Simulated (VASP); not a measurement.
Input:

```
HfN
1.0
    0.00000     2.25585     2.25585
    2.25585     0.00000     2.25585
    2.25585     2.25585     0.00000
Hf N
1 1
Direct
  0.00000   0.00000   0.00000
  0.50000   0.50000   0.50000
```

Level of theory: r2SCAN meta-GGA, VASP's PBE PAW potentials (set 64) (plane waves; VASP). Run with 520 eV cut-off, 16×16×16 Γ-centred mesh, tetrahedra with Blöchl corrections, potentials Hf_pv N.

Task: Give the energies of bands 5 to 10 at the high-symmetry points, in eV from the Fermi level.

Result: 
```tsv
band	Γ	X	U	L	W
5	-3.46	-5.96	-6.81	-9.40	-6.66
6	-3.46	-4.17	-6.05	-6.70	-5.97
7	-3.46	-4.17	-5.46	-6.70	-5.97
8	-0.37	-3.94	-0.92	3.38	1.12
9	-0.37	4.13	3.97	3.77	1.12
10	-0.37	5.56	4.51	3.77	5.58
```

It has no gap at this level: it comes out as a metal or semimetal.

The compound is HfN in the rock salt structure. It was relaxed first. The electron count is odd and the run is not spin-polarised, which forces a metal.
